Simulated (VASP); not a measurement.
Band gaps of HBr (space group Cmc2_1) from VASP (PAW), without and with spin-orbit coupling. Semilocal levels are at their own relaxed cell, hybrids and mBJ at PBE's; 0.00 means no gap at that level.

The cell of the r2SCAN run:

```
CELL_PARAMETERS angstrom
      3.18285    -2.67837     0.00000
      3.18285     2.67837     0.00000
      0.00000     0.00000     5.39615
ATOMIC_POSITIONS crystal
  H  0.94581 0.05419 0.18301
  H  0.05419 0.94581 0.68301
  Br 0.75070 0.24930 0.99599
  Br 0.24930 0.75070 0.49599
```

```tsv
level	gap without SOC (eV)	gap with SOC (eV)	shift (eV)
r2SCAN	5.32	?	?
```

Problem. Some entries are withheld; supply them.

Solution. 
- r2SCAN, gap with SOC (eV): 5.24
- r2SCAN, shift (eV): -0.08

Only levels that ran to the end are used. Left out are those held back, those with too coarse a band path, GW runs whose mesh misses a band edge, hybrids' fits of cells that aren't cubic and levels without matching references; a question may draw on a part of the rest.

The structure comes from a measured HBr entry (Cmc2_1) of the Crystallography Open Database, whose conditions weren't checked. It was relaxed first. Symmetry was kept, so distortions that lower it aren't found.
